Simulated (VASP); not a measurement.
# Sb3Au (P4/mmm) in VASP: further runs, part 2 of 2

VASP 6.6.1. The steps go on from the part before.

## Step 3: Relaxation of cell and atoms, LDA

This run uses another cell than the first one, of 27.72 Å³/atom, 1.083 times its volume.

The input, INCAR:

```
PREC     = Accurate       # precision mode
ENCUT    = 600            # plane-wave cutoff, eV
EDIFF    = 1E-6           # SCF threshold, eV
ISMEAR   = 1              # smearing method
SIGMA    = 0.1            # smearing width, eV
LREAL    = False          # projectors in reciprocal space
LASPH    = True           # aspherical terms in the spheres
NELM     = 100            # most SCF steps
ALGO     = Normal         # electronic algorithm
ISIF     = 3              # what is computed and relaxed
LWAVE    = False          # write WAVECAR
LCHARG   = False          # write CHGCAR
GGA      = CA             # functional
IBRION   = 2              # ionic algorithm
NSW      = 80             # ionic steps
EDIFFG   = -0.01          # ionic threshold
```

The input, KPOINTS:

```
regular mesh
0
Gamma
  7 7 2
```

The input, POSCAR:

```
Sb3Au
1.0
    3.0631900000      0.0000000000      0.0000000000
    0.0000000000      3.0631900000      0.0000000000
    0.0000000000      0.0000000000     11.8151300000
Sb Au
3 1
Direct
    0.0000000000      0.0000000000      0.2312200000
    0.0000000000      0.0000000000      0.5000000000
    0.0000000000      0.0000000000      0.7687800000
    0.0000000000      0.0000000000      0.0000000000
```

Potentials or basis: VASP PAW LDA potentials, release 64 (Sb, Au).

The run is started by

```sh
$ cat potpaw_LDA.64/Sb/POTCAR potpaw_LDA.64/Au/POTCAR > POTCAR
$ mpirun -np 1 vasp_std > vasp.out
```

OUTCAR:

```text
PREC = Accurate
   ENCUT = 600
   EDIFF = 1E-6
   ISMEAR = 1
   LREAL = False
   LASPH = True
   NELM = 100
   ISIF = 3
   GGA = CA
   IBRION = 2
   NSW = 80
   EDIFFG = -0.01

 ion  position               nearest neighbor table
   1  0.000  0.000  0.231-   4 2.73   2 3.18
   2  0.000  0.000  0.500-   1 3.18   3 3.18
   3  0.000  0.000  0.769-   4 2.73   2 3.18
   4  0.000  0.000  0.000-   1 2.73   3 2.73

  LATTYP: Found a simple tetragonal cell.
 ALAT       =     3.0631900000
 C/A-ratio  =     3.8571325971

  Lattice vectors:

 A1 = (   3.0631900000,   0.0000000000,   0.0000000000)
 A2 = (   0.0000000000,   3.0631900000,   0.0000000000)
 A3 = (   0.0000000000,   0.0000000000,  11.8151300000)

Analysis of symmetry for initial positions (statically):
=====================================================================
 Subroutine PRICEL returns:
 Original cell was already a primitive cell.

 Routine SETGRP: Setting up the symmetry group for a
 simple tetragonal supercell.

 Subroutine GETGRP returns: Found 16 space group operations
 (whereof 16 operations were pure point group operations)
 out of a pool of 16 trial point group operations.

The static configuration has the point symmetry D_4h.

Analysis of symmetry for dynamics (positions and initial velocities):
=====================================================================
 Subroutine PRICEL returns:
 Original cell was already a primitive cell.

 Routine SETGRP: Setting up the symmetry group for a
 simple tetragonal supercell.

 Subroutine GETGRP returns: Found 16 space group operations
 (whereof 16 operations were pure point group operations)
 out of a pool of 16 trial point group operations.

The dynamic configuration has the point symmetry D_4h.
[... 102 lines left out ...]
   IBRION =      2    ionic relax: 0-MD 1-quasi-New 2-CG
   NFREE  =      1    steps in history (QN), initial steepest desc. (CG)
   ISIF   =      3    stress and relaxation
   ISYM   =      2    0-nonsym 1-usesym 2-fastsym
   POTIM  = 0.5000    time-step for ionic-motion
   TEBEG  =    0.0;   TEEND  =   0.0 temperature during run
   PSTRESS=    0.0 pullay stress
   NELECT =      26.0000    total number of electrons
   NUPDOWN=      -1.0000    fix difference up-down
   EMIN   =  10.00;   EMAX   =-10.00  energy-range for DOS
   EFERMI =   0.00;   METHOD = LEGACY
   ISMEAR =     1;   SIGMA  =   0.10  broadening in eV -4-tet -1-fermi 0-gaus
   EFERMI_NEDOS =   21; number of points for ismear=-14 and -15
   IALGO  =     38    algorithm
   IMIX   =      4    mixing-type and parameters
     AMIX     =   0.40;   BMIX     =  1.00
     AMIX_MAG =   1.60;   BMIX_MAG =  1.00
  volume/ion in A,a.u.               =      27.72       187.04
  Fermi-wavevector in a.u.,A,eV,Ry     =   1.009572  1.907814 13.867533  1.019235
  Thomas-Fermi vector in A             =   2.142508
   LORBIT       =      0    0 simple, 1 ext, 2 COOP (PROOUT), +10 PAW based schemes
   GGA     = CA    functional components
   LHFCALC =     F    Hartree Fock is set to
   AEXX    =    0.0000 exact exchange contribution
   IVDW    =     0    specifies the selected vdW correction
   LEPSILON=     F    determine dielectric tensor
   LRPA    =     F    only Hartree local field effects (RPA)
 conjugate gradient relaxation of ions
 non-spin polarized calculation
 Methfessel and Paxton  Order N= 1 SIGMA  =   0.10
  energy-cutoff  :      600.00
  volume of cell :      110.86
 maximum number of plane-waves:      3724
   NGX = 13   NGY = 13   NGZ = 47

--------------------------------------- Ionic step        1  -------------------------------------------

 number of electron      25.9999998 magnetization

 Free energy of the ion-electron system (eV)
  ---------------------------------------------------
  ext. energy  EPLUGINS =         0.00000000
  ---------------------------------------------------
  free energy    TOTEN  =       -18.47793115 eV

  energy without entropy =      -18.47226049  energy(sigma->0) =      -18.47604093

------------------------ aborting loop because EDIFF is reached ----------------------------------------

  FORCE on cell =-STRESS in cart. coord.  units (eV):
  Direction    XX          YY          ZZ          XY          YZ          ZX
  --------------------------------------------------------------------------------------
  -------------------------------------------------------------------------------------
  Total       -2.7204011     -2.7204011     -4.9072306      0.0000000      0.0000000     -0.0000000
  in kB      -39.3148970    -39.3148970    -70.9186849      0.0000000      0.0000000     -0.0000000
  external PRESSURE =     -49.8494930 kB  Pullay stress =       0.0000000 kB
[... 253 lines left out ...]
--------------------------------------- Ionic step        8  -------------------------------------------

 number of electron      26.0000005 magnetization

 Free energy of the ion-electron system (eV)
  ---------------------------------------------------
  ext. energy  EPLUGINS =         0.00000000
  ---------------------------------------------------
  free energy    TOTEN  =       -18.62483859 eV

  energy without entropy =      -18.62581755  energy(sigma->0) =      -18.62516491

 E-fermi :   7.5293     XC(G=0): -10.4762

 val. band max:        7.4732758541   @ k =   0.4286   0.2857   0.0000
 cond. band min:       7.5662766617   @ k =   0.4286   0.4286   0.5000
 fundamental gap:      0.0930008077
 Fermi energy:         7.5292829363

 k-point     1 :       0.0000    0.0000    0.0000
  band No.  band energies     occupation
      1      -5.1149      2.00000
      2      -4.2999      2.00000
      3      -3.5078      2.00000
      4       1.6097      2.00000
      5       2.3215      2.00000
      6       2.4509      2.00000
[... 420 lines left out ...]
  FREE ENERGIE OF THE ION-ELECTRON SYSTEM (eV)
  ---------------------------------------------------
  free  energy   TOTEN  =       -18.6248385943 eV

  energy  without entropy=      -18.6258175543  energy(sigma->0) =      -18.62516491

 reached required accuracy - stopping structural energy minimisation
```

CONTCAR:

```text
Sb3Au
   1.00000000000000
     3.0039882734166445   -0.0000000000000000   -0.0000000000000000
     0.0000000000000000    3.0039882734166445    0.0000000000000000
     0.0000000000000000    0.0000000000000000   11.3967238316035697
  Sb              Au
     3     1
Direct
     0.0000000000000000    0.0000000000000000    0.2334219255919108
     1.0000000000000000    0.0000000000000000    0.5000000000000000
     0.0000000000000000    0.0000000000000000    0.7665780744080893
     1.0000000000000000    0.0000000000000000    0.0000000000000000

  0.00000000E+00  0.00000000E+00  0.00000000E+00
  0.00000000E+00  0.00000000E+00  0.00000000E+00
  0.00000000E+00  0.00000000E+00  0.00000000E+00
  0.00000000E+00  0.00000000E+00  0.00000000E+00
```

Wall time 2.3 min (1 thread of Intel Xeon Platinum 8488C (Sapphire Rapids), shared host); peak memory 0.23 GiB.

What came out:

| Property | Result |
| --- | --- |
| Free energy | -18.6248 eV |
| Relaxed volume | 25.71 Å³/atom |
| Relaxed cell | a = 3.004 Å, b = 3.004 Å, c = 11.397 Å, α = 90.00°, β = 90.00°, γ = 90.00° |
| Space group after relaxing (to 0.05 Å) | P4/mmm (No. 123) |
| Energy gained by relaxing | 36.7 meV/atom |
| Ionic steps | 8 |
| Pressure after relaxing | 0.0 GPa |
| Largest force after relaxing | 0.004 eV/Å |
| Band gap on the k mesh | none (metal or under the smearing width) |

Forces on the atoms (eV/Å):
```
Sb   0.000  0.000 -0.004
Sb   0.000  0.000  0.000
Sb   0.000  0.000  0.004
Au   0.000  0.000  0.000
```

Step by step:
```tsv
step	energy change (eV)	largest force (eV/Å)	pressure (GPa)	volume (Å³)
1	0.0000	0.1184	-4.98	110.86
2	-0.0340	0.6299	5.48	97.57
3	-0.1400	0.2374	-0.12	103.34
4	-0.1400	0.2456	0.00	103.19
5	-0.1442	0.1511	0.07	102.92
6	-0.1463	0.0221	0.17	102.54
7	-0.1468	0.0147	-0.08	102.95
8	-0.1469	0.0045	-0.01	102.84
```

Final structure:
```xyz
4
Lattice="3.0040 0.0000 0.0000 0.0000 3.0040 0.0000 0.0000 0.0000 11.3967" Properties=species:S:1:pos:R:3 pbc="T T T"
Sb    0.0000    0.0000    2.6602
Sb    3.0040    0.0000    5.6984
Sb    0.0000    0.0000    8.7365
Au    3.0040    0.0000    0.0000
```

## Step 4: Single point, LDA

This run uses another cell than the first one, of 24.76 Å³/atom, 0.968 times its volume.

The input, INCAR:

```
PREC = Accurate
ENCUT = 520
EDIFF = 1E-7
ISMEAR = 1
SIGMA = 0.1
LREAL = False
LASPH = True
NELM = 100
ALGO = Fast
ISIF = 2
LWAVE = False
LCHARG = True
LELF = True
LVHAR = True
NBANDS = 21
```

The input, KPOINTS:

```
Automatic mesh
0
Gamma
  5 5 5
```

The input, POSCAR:

```
Sb3Au
1.0
   -2.9146917694      2.9146917694      2.9146917694
    2.9146917694     -2.9146917694      2.9146917694
    2.9146917694      2.9146917694     -2.9146917694
Sb Au
3 1
Direct
    0.0000000000      0.5000000000      0.5000000000
    0.5000000000      0.0000000000      0.5000000000
    0.5000000000      0.5000000000      0.0000000000
    0.0000000000      0.0000000000      0.0000000000
```

The run is started by

```sh
$ cat potpaw_LDA.64/Sb/POTCAR potpaw_LDA.64/Au/POTCAR > POTCAR
$ mpirun -np 1 vasp_std > vasp.out
```

Run time: 26 s. Hardware: 1 thread of Intel Xeon Platinum 8488C (Sapphire Rapids), shared host; peak memory 0.19 GiB.

The run converged. Its results:

```yaml
Free_energy: -18.8065 eV
Pressure: 0.3 GPa
Band_gap_on_the_k_mesh: none (metal or under the smearing width)
```

Levels at points of the mesh, in eV from the Fermi level:
| k point | band 10 | band 11 | band 12 | band 13 | band 14 | band 15 | band 16 | band 17 |
| --- | --- | --- | --- | --- | --- | --- | --- | --- |
| (0.00, 0.00, 0.00) | -3.18 | -3.18 | -1.44 | -1.44 | -1.44 | -0.79 | 3.99 | 3.99 |

## Step 5: Relaxation of cell and atoms, LDA

This run uses another cell than the first one, of 28.09 Å³/atom, 1.098 times its volume.

The input, INCAR:

```
PREC     = Accurate       # precision mode
ENCUT    = 600            # plane-wave cutoff, eV
EDIFF    = 1E-6           # SCF threshold, eV
ISMEAR   = 1              # smearing method
SIGMA    = 0.1            # smearing width, eV
LREAL    = False          # projectors in reciprocal space
LASPH    = True           # aspherical terms in the spheres
NELM     = 100            # most SCF steps
ALGO     = Normal         # electronic algorithm
ISIF     = 3              # what is computed and relaxed
LWAVE    = False          # write WAVECAR
LCHARG   = False          # write CHGCAR
GGA      = CA             # functional
IBRION   = 2              # ionic algorithm
NSW      = 80             # ionic steps
EDIFFG   = -0.01          # ionic threshold
```

KPOINTS is that of step 4.

The input, POSCAR:

```
Sb3Au
1.0
   -3.0400000000      3.0400000000      3.0400000000
    3.0400000000     -3.0400000000      3.0400000000
    3.0400000000      3.0400000000     -3.0400000000
Sb Au
3 1
Direct
    0.0000000000      0.5000000000      0.5000000000
    0.5000000000      0.0000000000      0.5000000000
    0.5000000000      0.5000000000      0.0000000000
    0.0000000000      0.0000000000      0.0000000000
```

Potentials or basis: VASP PAW LDA potentials, release 64 (Sb, Au).

The run is started by

```sh
$ cat potpaw_LDA.64/Sb/POTCAR potpaw_LDA.64/Au/POTCAR > POTCAR
$ mpirun -np 1 vasp_std > vasp.out
```

OUTCAR:

```text
PREC = Accurate
   ENCUT = 600
   EDIFF = 1E-6
   ISMEAR = 1
   LREAL = False
   LASPH = True
   NELM = 100
   ISIF = 3
   GGA = CA
   IBRION = 2
   NSW = 80
   EDIFFG = -0.01

 ion  position               nearest neighbor table
   1  0.000  0.500  0.500-   2 3.04   3 3.04   4 3.04   4 3.04   3 3.04   2 3.04
   2  0.500  0.000  0.500-   1 3.04   3 3.04   4 3.04   3 3.04   4 3.04   1 3.04
   3  0.500  0.500  0.000-   1 3.04   2 3.04   4 3.04   2 3.04   1 3.04   4 3.04
   4  0.000  0.000  0.000-   1 3.04   2 3.04   3 3.04   1 3.04   2 3.04   3 3.04

  LATTYP: Found a body centered cubic cell.
 ALAT       =     6.0800000000

  Lattice vectors:

 A1 = (  -3.0400000000,   3.0400000000,   3.0400000000)
[... 176 lines left out ...]
  -------------------------------------------------------------------------------------
  Total       -5.1684277     -5.1684277     -5.1684277     -0.0000000      0.0000000      0.0000000
  in kB      -73.6865607    -73.6865607    -73.6865607     -0.0000000      0.0000000      0.0000000
  external PRESSURE =     -73.6865607 kB  Pullay stress =       0.0000000 kB
[... 139 lines left out ...]
--------------------------------------- Ionic step        5  -------------------------------------------

 number of electron      26.0000000 magnetization

 Free energy of the ion-electron system (eV)
  ---------------------------------------------------
  ext. energy  EPLUGINS =         0.00000000
  ---------------------------------------------------
  free energy    TOTEN  =       -18.80737894 eV

  energy without entropy =      -18.80654200  energy(sigma->0) =      -18.80709996

 E-fermi :   7.8252     XC(G=0): -10.6427

 val. band max:        7.7737690504   @ k =   0.2000   0.2000   0.0000
 cond. band min:       7.8435534709   @ k =   0.2000   0.0000   0.0000
 fundamental gap:      0.0697844205
 Fermi energy:         7.8252048649

 k-point     1 :       0.0000    0.0000    0.0000
  band No.  band energies     occupation
      1      -4.6160      2.00000
      2       0.6061      2.00000
      3       0.6061      2.00000
      4       3.7010      2.00000
      5       3.7010      2.00000
      6       3.7010      2.00000
[... 220 lines left out ...]
  FREE ENERGIE OF THE ION-ELECTRON SYSTEM (eV)
  ---------------------------------------------------
  free  energy   TOTEN  =       -18.8073789414 eV

  energy  without entropy=      -18.8065420027  energy(sigma->0) =      -18.80709996

 reached required accuracy - stopping structural energy minimisation
```

OSZICAR:

```text
N       E                     dE             d eps       ncg     rms          rms(c)
DAV:   1     0.159605377770E+03    0.15961E+03   -0.10457E+04   340   0.140E+03
DAV:   2    -0.103161091385E+02   -0.16992E+03   -0.16763E+03   436   0.229E+02
DAV:   3    -0.188338981692E+02   -0.85178E+01   -0.82407E+01   393   0.589E+01
[... 43 lines left out ...]
DAV:   2    -0.188074590275E+02    0.10687E-02   -0.48863E-03   348   0.728E-01    0.894E-02
DAV:   3    -0.188074066998E+02    0.52328E-04   -0.29599E-04   344   0.117E-01    0.577E-02
DAV:   4    -0.188073815217E+02    0.25178E-04   -0.10367E-04   351   0.599E-02    0.113E-02
DAV:   5    -0.188073788044E+02    0.27172E-05   -0.18894E-05   346   0.433E-02    0.137E-02
DAV:   6    -0.188073789414E+02   -0.13698E-06   -0.20357E-06   278   0.137E-02
   5 F= -.18807379E+02 E0= -.18807100E+02  d E =-.490161E-04
```

Wall time 74 s (1 thread of Intel Xeon Platinum 8488C (Sapphire Rapids), shared host); peak memory 0.22 GiB.

Results:

```
Free energy                            : -18.8074 eV
Relaxed volume                         : 24.89 Å³/atom
Relaxed cell                           : a = 5.057 Å, b = 5.057 Å, c = 5.057 Å, α = 109.47°, β = 109.47°, γ = 109.47°
Space group after relaxing (to 0.05 Å) : Im-3m (No. 229)
Energy gained by relaxing              : 83.6 meV/atom
Ionic steps                            : 5
Pressure after relaxing                : -0.1 GPa
Band gap on the k mesh                 : none (metal or under the smearing width)
```

The path:
```csv
step,energy change (eV),largest force (eV/Å),pressure (GPa),volume (Å³)
1,0.0000,0.0000,-7.37,112.38
2,-0.1972,0.0000,6.88,92.65
3,-0.3343,0.0000,-0.12,99.56
4,-0.3342,0.0000,0.12,99.31
5,-0.3343,0.0000,-0.06,99.56
```

Final structure:
```
Sb Au
1.0
    -2.91972    2.91972    2.91972
     2.91972   -2.91972    2.91972
     2.91972    2.91972   -2.91972
Sb Au
3 1
Direct
  0.00000 0.50000 0.50000
  0.50000 0.00000 0.50000
  0.50000 0.50000 0.00000
  0.00000 0.00000 0.00000
```

Caveat: the volume moved by -11 % from the deposited cell, more than functionals usually miss. LDA usually gives volumes a few per cent too small.

## Step 6: The runs side by side

```csv
task,cell,k mesh,cutoff (eV),gap on the mesh (eV),pressure (GPa),relaxed volume (Å³/atom)
single point,"P4/mmm, 25.59 Å³/atom",7 × 7 × 2,520,none,0.3,-
relaxation of cell and atoms,relaxed,7 × 7 × 2,600,none,0.0,25.71
single point,"Im-3m, 24.76 Å³/atom",5 × 5 × 5,520,none,0.3,-
relaxation of cell and atoms,relaxed,5 × 5 × 5,600,none,-0.1,24.89
```

Alike in all rows: level LDA; potentials or basis VASP PAW LDA potentials, release 64 (Sb, Au); no spin polarisation; smearing methfessel-paxton 0.1 eV.

Caveats: the volume moved by -11 % from the deposited cell, more than functionals usually miss (some runs).

Total energies depend on the potentials used, so only differences within one code and one set of settings carry meaning.
